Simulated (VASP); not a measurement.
Here is the system:

```yaml
crystal:
  lattice:
    - [3.06618, 0.00000, 0.00000]
    - [-1.53309, 2.65539, 0.00000]
    - [0.00000, 0.00000, 4.62556]
  atoms:
    - { symbol: Co, position: [0.33333, 0.66667, 0.98926] }
    - { symbol: Co, position: [0.66667, 0.33333, 0.48926] }
    - { symbol: C, position: [0.33333, 0.66667, 0.38574] }
    - { symbol: C, position: [0.66667, 0.33333, 0.88574] }
```

Method: PBEsol GGA, VASP's PBE PAW potentials (set 64) (plane waves; VASP 6.6.1). Settings: 520 eV cut-off, 13×13×8 Γ-centred mesh, tetrahedra with Blöchl corrections, potentials Co C.

Predict the energy per atom (σ→0), band gap (on the k-mesh) with the smallest direct gap where there is one.

The band gap (on the k-mesh) is none (metal, semimetal or under 0.01 eV). The energy per atom (σ→0) is -777.6 kJ/mol of atoms.

Only differences to runs with the same potentials and settings are physical.

The structure was generated: CoC was put into the wurtzite type (P6_3mc), which need not be its known phase. It was relaxed first, which changed the volume by -26 %. The run is not spin-polarised, so no magnetic state was tried.
